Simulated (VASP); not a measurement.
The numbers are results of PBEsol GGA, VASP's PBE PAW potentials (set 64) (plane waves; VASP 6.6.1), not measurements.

The input files of a VASP run:

### KPOINTS
```
Regular mesh
0
G
  16 16 16
0 0 0
```

**INCAR**
```
# general
SYSTEM  = Fe
PREC    = Accurate
ENCUT   = 520   # plane-wave cut-off (eV)
LREAL   = .False.   # projection in real space or not
LASPH   = .True.

# electronic loop
EDIFF   = 1E-6   # SCF stop (eV)
NELM    = 100
ALGO    = Normal   # blocked Davidson
LMAXMIX = 4   # l cut-off of mixed one-centre charges

# smearing
ISMEAR  = 1
SIGMA   = 0.1

# functional
GGA     = PS

# spin
ISPIN   = 2   # spin-polarised
MAGMOM  = 2.1

# ions
IBRION  = 2   # conjugate gradients
NSW     = 60
ISIF    = 3   # ions, shape and volume
EDIFFG  = -0.01

# output
LWAVE   = .False.
LCHARG  = .False.
LORBIT  = 10
```

**POSCAR**
```
Fe
1
   -1.3927093437     1.3927093437     1.3927093437
    1.3927093437    -1.3927093437     1.3927093437
    1.3927093437     1.3927093437    -1.3927093437
Fe
1
Direct
  1.0000000000   1.0000000000   1.0000000000
```

POTCAR, in this order: Fe (PBE.64 set). Program: vasp_std.

What VASP printed:

File OSZICAR:
```
       N       E                     dE             d eps       ncg     rms          rms(c)
DAV:   1     0.147335048452E+02    0.14734E+02   -0.41752E+03  5444   0.108E+03
DAV:   2    -0.983302457065E+01   -0.24567E+02   -0.23088E+02  5272   0.130E+02
DAV:   3    -0.101489826516E+02   -0.31596E+00   -0.31487E+00  5838   0.202E+01
DAV:   4    -0.101504188961E+02   -0.14362E-02   -0.14361E-02  5694   0.125E+00
DAV:   5    -0.101504314097E+02   -0.12514E-04   -0.12513E-04  5654   0.106E-01    0.126E+01
DAV:   6    -0.899160951068E+01    0.11588E+01   -0.13402E+01  5500   0.600E+01    0.508E+00
DAV:   7    -0.893332690654E+01    0.58283E-01   -0.68616E-01  5506   0.133E+01    0.318E+00
DAV:   8    -0.892491832604E+01    0.84086E-02   -0.59150E-03  6512   0.657E-01    0.143E+00
DAV:   9    -0.891639576670E+01    0.85226E-02   -0.55436E-03  6561   0.608E-01    0.375E-01
DAV:  10    -0.891639157157E+01    0.41951E-05   -0.98852E-04  6218   0.361E-01    0.124E-01
DAV:  11    -0.891637732878E+01    0.14243E-04   -0.90789E-05  5503   0.151E-01    0.290E-02
DAV:  12    -0.891637791358E+01   -0.58480E-06   -0.20957E-06  4293   0.245E-02
   1 F= -.89163779E+01 E0= -.89162775E+01  d E =-.891638E+01  mag=     2.0920
```

**OUTCAR**
```
------------------------ aborting loop because EDIFF is reached ----------------------------------------
  FORCE on cell =-STRESS in cart. coord.  units (eV):
  Direction    XX          YY          ZZ          XY          YZ          ZX
  --------------------------------------------------------------------------------------
  Total       -0.0040221     -0.0040221     -0.0040221      0.0000000     -0.0000000     -0.0000000
  in kB       -0.5963715     -0.5963715     -0.5963715      0.0000000     -0.0000000     -0.0000000
  external PRESSURE =      -0.5963715 kB  Pullay stress =       0.0000000 kB
  volume of cell :       10.81
      direct lattice vectors                 reciprocal lattice vectors
    -1.392709344  1.392709344  1.392709344     0.000000000  0.359012455  0.359012455
     1.392709344 -1.392709344  1.392709344     0.359012455  0.000000000  0.359012455
     1.392709344  1.392709344 -1.392709344     0.359012455  0.359012455  0.000000000
 POSITION                                       TOTAL-FORCE (eV/Angst)
 -----------------------------------------------------------------------------------
      0.00000      0.00000      0.00000        -0.000000      0.000000      0.000000
 -----------------------------------------------------------------------------------
    total drift:                                0.000000     -0.000000      0.000000
  FREE ENERGIE OF THE ION-ELECTRON SYSTEM (eV)
  ---------------------------------------------------
  free  energy   TOTEN  =        -8.9163779136 eV

  energy  without entropy=       -8.9160767388  energy(sigma->0) =       -8.91627752

 total charge

# of ion       s       p       d       tot
------------------------------------------
    1        0.512   0.590   6.280   7.382

 magnetization (x)

# of ion       s       p       d       tot
------------------------------------------
    1       -0.012  -0.047   2.131   2.072

 reached required accuracy - stopping structural energy minimisation
```
(Selected blocks of OUTCAR.)

The compound is Fe in the bcc structure. It was relaxed first, which changed the volume by -9 %. The start is the result of an earlier pass.
